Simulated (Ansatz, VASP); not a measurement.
BeB in VASP and in Ansatz

```
Be B
1.0
     3.11837    0.00000    0.00000
    -1.55919    2.70059    0.00000
     0.00000    0.00000    1.82780
Be B
1 1
Direct
  0.00000 0.00000 0.00000
  0.66667 0.33333 0.50000
```

Alike in both runs: functional PBE; k mesh 24 × 24 × 30; occupations gaussian, width 0.1 eV; no spin polarisation.

Ansatz relaxed the structure, and its values are those at the end. VASP's run is a single point on that final structure, the one shown.

```csv
,VASP,Ansatz
version,VASP 6.6.1,Ansatz 0.2.0
potentials or method,"VASP PAW PBE potentials, release 64 (Be, B)","scalar-relativistic, plane waves, PAW"
plane-wave cutoff (eV),520,420
valence electrons in the cell,5,5
```

```csv
,VASP,Ansatz,Ansatz less VASP
gap on the k mesh at the Fermi level (eV),none,none,-
pressure (GPa),0.1,0.0,-0.14
```

A gap of «none» marks a metal or a gap that the smearing closes. With one functional, cell and mesh, what is left measures potentials, basis and numerics.
